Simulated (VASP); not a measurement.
Calculation: revPBE GGA, VASP's PBE PAW potentials (set 64) (plane waves; VASP).

VASP input:

INCAR:
```
ISMEAR = 1   # Methfessel-Paxton
GGA = RE   # revPBE
LASPH = T   # aspherical one-centre terms
NSW = 60
EDIFF = 1E-6   # SCF stop (eV)
ISIF = 3
LREAL = F
ALGO = Normal
SYSTEM = AuZn
PREC = Accurate
ENCUT = 520
SIGMA = 0.1   # width (eV)
LCHARG = F
LWAVE = F
EDIFFG = -0.01   # ionic stop
NELM = 100   # most electronic steps
LMAXMIX = 6
IBRION = 2
```

KPOINTS:
```
Automatic mesh
0
Gamma
10 10 10
0 0 0
```

**POSCAR**
```
AuZn
1
    3.1500000000     0.0000000000     0.0000000000
    0.0000000000     3.1500000000     0.0000000000
    0.0000000000     0.0000000000     3.1500000000
Zn Au
1 1
Direct
  0.5000000000   0.5000000000   0.5000000000
  0.0000000000   0.0000000000   0.0000000000
```

POTCAR, in this order: Zn Au (PBE.64 set). Program: vasp_std.

Output of the run:

### OSZICAR
```
       N       E                     dE             d eps       ncg     rms          rms(c)
DAV:   1     0.127252913130E+03    0.12725E+03   -0.11818E+04  1728   0.197E+03
DAV:   2    -0.317634731301E+00   -0.12757E+03   -0.12349E+03  1799   0.346E+02
DAV:   3    -0.429762300091E+01   -0.39800E+01   -0.39675E+01  1995   0.692E+01
DAV:   4    -0.432299409031E+01   -0.25371E-01   -0.25369E-01  1953   0.489E+00
DAV:   5    -0.432327732806E+01   -0.28324E-03   -0.28324E-03  2051   0.528E-01    0.843E+00
DAV:   6    -0.395374037070E+01    0.36954E+00   -0.12608E+00  1729   0.133E+01    0.542E+00
DAV:   7    -0.393096792069E+01    0.22772E-01   -0.35637E-02  2183   0.437E+00    0.283E+00
DAV:   8    -0.392429493342E+01    0.66730E-02   -0.97311E-03  1869   0.117E+00    0.143E-01
DAV:   9    -0.392431869884E+01   -0.23765E-04   -0.31214E-04  2037   0.253E-01    0.733E-02
DAV:  10    -0.392433897038E+01   -0.20272E-04   -0.42680E-05  2083   0.113E-01    0.176E-02
DAV:  11    -0.392433950847E+01   -0.53809E-06   -0.87777E-06  1869   0.692E-02
   1 F= -.39243395E+01 E0= -.39241713E+01  d E =-.392434E+01
       N       E                     dE             d eps       ncg     rms          rms(c)
DAV:   1    -0.670581544232E+01   -0.27815E+01   -0.43871E+01  1680   0.130E+02    0.120E+01
DAV:   2    -0.418928838590E+01    0.25165E+01   -0.73536E+00  1841   0.425E+01    0.467E+00
DAV:   3    -0.400429370281E+01    0.18499E+00   -0.36989E-01  1956   0.856E+00    0.330E+00
DAV:   4    -0.394851132129E+01    0.55782E-01   -0.62670E-02  2291   0.415E+00    0.452E-01
DAV:   5    -0.394448455171E+01    0.40268E-02   -0.11129E-02  1773   0.117E+00    0.804E-02
DAV:   6    -0.394453708767E+01   -0.52536E-04   -0.99761E-04  1758   0.326E-01    0.486E-02
DAV:   7    -0.394452694156E+01    0.10146E-04   -0.21136E-04  1840   0.171E-01    0.620E-03
DAV:   8    -0.394452722391E+01   -0.28235E-06   -0.55108E-06  1762   0.253E-02
   2 F= -.39445272E+01 E0= -.39440935E+01  d E =-.201877E-01
       N       E                     dE             d eps       ncg     rms          rms(c)
DAV:   1    -0.449884748103E+01   -0.55432E+00   -0.77443E+00  1708   0.472E+01    0.489E+00
DAV:   2    -0.399647623247E+01    0.50237E+00   -0.18439E+00  1904   0.324E+01    0.150E+00
DAV:   3    -0.397288290983E+01    0.23593E-01   -0.72894E-02  1694   0.349E+00    0.102E+00
DAV:   4    -0.396553854707E+01    0.73444E-02   -0.36879E-03  2442   0.199E+00    0.486E-01
DAV:   5    -0.396277045614E+01    0.27681E-02   -0.20177E-03  2237   0.812E-01    0.484E-02
DAV:   6    -0.396277595527E+01   -0.54991E-05   -0.29511E-04  1771   0.228E-01    0.180E-02
DAV:   7    -0.396277880633E+01   -0.28511E-05   -0.73290E-06  2117   0.914E-02    0.421E-03
DAV:   8    -0.396277869491E+01    0.11143E-06   -0.26015E-06  1204   0.213E-02
   3 F= -.39627787E+01 E0= -.39626008E+01  d E =-.384392E-01
```

### OUTCAR
```
------------------------ aborting loop because EDIFF is reached ----------------------------------------
  FORCE on cell =-STRESS in cart. coord.  units (eV):
  Direction    XX          YY          ZZ          XY          YZ          ZX
  --------------------------------------------------------------------------------------
  Total       -0.0070324     -0.0070324     -0.0070324      0.0000000     -0.0000000      0.0000000
  in kB       -0.3404725     -0.3404725     -0.3404725      0.0000000     -0.0000000      0.0000000
  external PRESSURE =      -0.3404725 kB  Pullay stress =       0.0000000 kB
  volume of cell :       33.09
      direct lattice vectors                 reciprocal lattice vectors
     3.210533558  0.000000000 -0.000000000     0.311474707 -0.000000000 -0.000000000
     0.000000000  3.210533558 -0.000000000    -0.000000000  0.311474707 -0.000000000
     0.000000000  0.000000000  3.210533558     0.000000000  0.000000000  0.311474707
 POSITION                                       TOTAL-FORCE (eV/Angst)
 -----------------------------------------------------------------------------------
      1.60527      1.60527      1.60527         0.000000      0.000000      0.000000
      0.00000      0.00000      0.00000        -0.000000     -0.000000      0.000000
 -----------------------------------------------------------------------------------
    total drift:                                0.000000      0.000000     -0.000000
  FREE ENERGIE OF THE ION-ELECTRON SYSTEM (eV)
  ---------------------------------------------------
  free  energy   TOTEN  =        -3.9627786949 eV

  energy  without entropy=       -3.9622449764  energy(sigma->0) =       -3.96260079

 reached required accuracy - stopping structural energy minimisation
```
(Selected blocks of OUTCAR.)

**CONTCAR**
```
AuZn
   1.00000000000000
     3.2105335581546224    0.0000000000000000   -0.0000000000000000
     0.0000000000000000    3.2105335581546224   -0.0000000000000000
     0.0000000000000000    0.0000000000000000    3.2105335581546224
  Zn              Au
     1     1
Direct
     0.5000000000000000    0.5000000000000000    0.5000000000000000
     0.0000000000000000    0.0000000000000000    0.0000000000000000
```

### OUTCAR
```
 val. band max:        6.4737614084   @ k =   0.3000   0.1000   0.1000

 cond. band min:       6.5467662851   @ k =   0.4000   0.3000   0.2000


 Fermi energy:         6.4772763127

 k-point     1 :       0.0000    0.0000    0.0000
  band No.  band energies     occupation
      1      -3.5841      2.00000
      2      -1.3776      2.00000
      3      -1.3776      2.00000
      4      -0.8120      2.00000
      5      -0.8120      2.00000
      6      -0.8120      2.00000
      7       1.2495      2.00000
      8       1.2495      2.00000
      9       2.8039      2.00000
     10       2.8039      2.00000
     11       2.8039      2.00000
     12      11.4071      0.00000
     13      11.4071      0.00000
     14      11.4071      0.00000
     15      14.6536      0.00000

 k-point     2 :       0.1000    0.0000    0.0000
  band No.  band energies     occupation
      1      -3.4151      2.00000
      2      -1.3464      2.00000
      3      -1.3338      2.00000
      4      -0.8144      2.00000
      5      -0.8144      2.00000
      6      -0.8001      2.00000
      7       1.2287      2.00000
      8       1.2969      2.00000
      9       2.6895      2.00000
     10       2.6895      2.00000
     11       2.7927      2.00000
     12      10.1024      0.00000
     13      11.7134      0.00000
     14      11.7134      0.00000
     15      15.4163      0.00000

 k-point     3 :       0.2000    0.0000    0.0000
  band No.  band energies     occupation
      1      -2.9225      2.00000
      2      -1.2616      2.00000
      3      -1.2200      2.00000
      4      -0.8198      2.00000
      5      -0.8198      2.00000
      6      -0.7684      2.00000
      7       1.1713      2.00000
      8       1.4191      2.00000
      9       2.4097      2.00000
     10       2.4097      2.00000
     11       2.7628      2.00000
     12       7.9829     -0.00000
     13      12.5689      0.00000
     14      12.5689      0.00000
     15      16.0484      0.00000
...
```

Energy and stress use the plane-wave basis of the starting cell. Unless said otherwise, spin-orbit coupling is left out, though it shifts the bands of the heavy elements here.

The compound is AuZn in the CsCl type structure. This run relaxes it. Symmetry was kept, so distortions that lower it aren't found. The electron count is odd and the run is not spin-polarised, which forces a metal.
